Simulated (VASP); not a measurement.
Consider the following.

```yaml
crystal:
  lattice:
    - [0.00000, 2.62311, 2.62311]
    - [2.62311, 0.00000, 2.62311]
    - [2.62311, 2.62311, 0.00000]
  atoms:
    - { symbol: Mg, position: [0.00000, 0.00000, 0.00000] }
    - { symbol: Se, position: [0.50000, 0.50000, 0.50000] }
```

Calculation: r2SCAN meta-GGA, VASP's PBE PAW potentials (set 64) (plane waves; VASP 6.6.1). Run with 480 eV cut-off, 8×8×8 Γ-centred mesh, Gaussian smearing of 0.050 eV, potentials Mg Se.

Problem. Give the stress tensor in GPa (positive for a compressed cell).

Solution. 
```
10.52   0.00   0.00
 0.00  10.52   0.00
 0.00   0.00  10.52
```
The pressure is its mean diagonal, 10.52 GPa.

The compound is MgSe in the rock salt structure. This cell was strained or had an atom moved on purpose.
